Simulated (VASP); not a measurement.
Given:

```
CuZn
1.0
    2.87137     0.00000     0.00000
    0.00000     2.87137     0.00000
    0.00000     0.00000     2.87137
Zn Cu
1 1
Direct
  0.50000   0.50000   0.50000
  0.00000   0.00000   0.00000
```

Computed with MS2 meta-GGA, VASP's PBE PAW potentials (set 64) (plane waves; VASP). Run with 520 eV cut-off, 13×13×13 Γ-centred mesh, first-order Methfessel-Paxton smearing of 0.10 eV, potentials Zn Cu.

Q: Predict the energy per atom (σ→0), pressure, band gap (on the k-mesh) with the smallest direct gap where there is one.

A: 
```json
{
  "band gap (on the k-mesh)": "none (metal, semimetal or under 0.01 eV)",
  "energy per atom (σ→0)": "-4.254 eV/atom",
  "pressure": "4.69 GPa"
}
```

Only differences to runs with the same potentials and settings are physical.

The compound is CuZn in the CsCl type structure. This cell is one point of a volume scan, at 0.97 of the reference volume. The electron count is odd and the run is not spin-polarised, which forces a metal.
